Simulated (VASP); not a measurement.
An input for Ansatz (written as the equivalent of a VASP run, and not itself run):

Ansatz 0.2 input:
```yaml
crystal:
  lattice:
    - [0.0000000, 2.5186000, 2.5186000]
    - [2.5186000, 0.0000000, 2.5186000]
    - [2.5186000, 2.5186000, 0.0000000]
  atoms:
    - { symbol: Li, position: [0.0000000, 0.0000000, 0.0000000] }
    - { symbol: Cl, position: [0.5000000, 0.5000000, 0.5000000] }
kpoints:
  mp_grid: { grid: [8, 8, 8] }
hamiltonian:
  xc: pbe
  pseudopotentials: { kind: paw }
scf:
  occupations: { method: fermi_dirac, width: 0.01 }
  max_iter: 100
output: { forces: true, stress: true, eigenvalues: true }
```

Problem. Write the VASP files for the same calculation (PBE).

Solution. This is not unique; one that fits is 
POSCAR:
```
LiCl
1
    0.0000000000     2.5186000000     2.5186000000
    2.5186000000     0.0000000000     2.5186000000
    2.5186000000     2.5186000000     0.0000000000
Li Cl
1 1
Direct
  0.0000000000   0.0000000000   0.0000000000
  0.5000000000   0.5000000000   0.5000000000
```

KPOINTS:
```
Automatic mesh
0
Gamma
8 8 8
0 0 0
```

### INCAR
```
! general
SYSTEM  =  LiCl
PREC    =  Accurate
ENCUT   =  400
LREAL   =  .FALSE.
LASPH   =  .TRUE.

! electronic loop
EDIFF   =  1E-6
NELM    =  100
ALGO    =  Normal

! smearing
ISMEAR  =  -1
SIGMA   =  0.01

! functional
GGA     =  PE

! ions
ISIF    =  2

! output
LWAVE   =  .FALSE.
LCHARG  =  .FALSE.
```

POTCAR, in this order: Li_sv Cl (PBE.64 set). Program: vasp_std.

Limits of the translation: each code has its own PAW files, so the cut-off isn't converted (ENCUT is set for VASP's; basis.ecutwfc is left out, and Ansatz then takes the one that its files recommend); Ansatz stops its SCF on the density residual and VASP on the energy change (EDIFF).

The structure is a typed LiCl crystal (Fm-3m). The cell was not relaxed at this level, and its volume differs by -5.9 % from the start's.
